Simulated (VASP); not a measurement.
Input:

```xyz
4
Lattice="1.9482 -3.3744 0.0000 1.9482 3.3744 0.0000 0.0000 0.0000 6.3852" Properties=species:S:1:pos:R:3 pbc="T T T"
Zn     1.9482    -1.1248     3.1926
Zn     1.9482     1.1248     0.0000
S      1.9482    -1.1248     5.5871
S      1.9482     1.1248     2.3944
```

Computed with PBE GGA, VASP's PBE PAW potentials (set 64) (plane waves; VASP). Settings: 400 eV cut-off, 7×7×4 Γ-centred mesh, Gaussian smearing of 0.050 eV, potentials Zn S.

**Question.** Predict the energy per atom (σ→0), pressure.

**Answer.** 
```json
{
 "energy per atom (σ→0)": "-3.417 eV/atom",
 "pressure": "-2.56 GPa"
}
```

Total energies compare only between runs with the same potentials, cut-off and functional.

The compound is ZnS in the wurtzite structure, the high-temperature form. The cell was not relaxed at this level. The run is one of a series of settings (KPOINTS 7×7×4 Γ-centred mesh against the base run), some of them coarse on purpose.
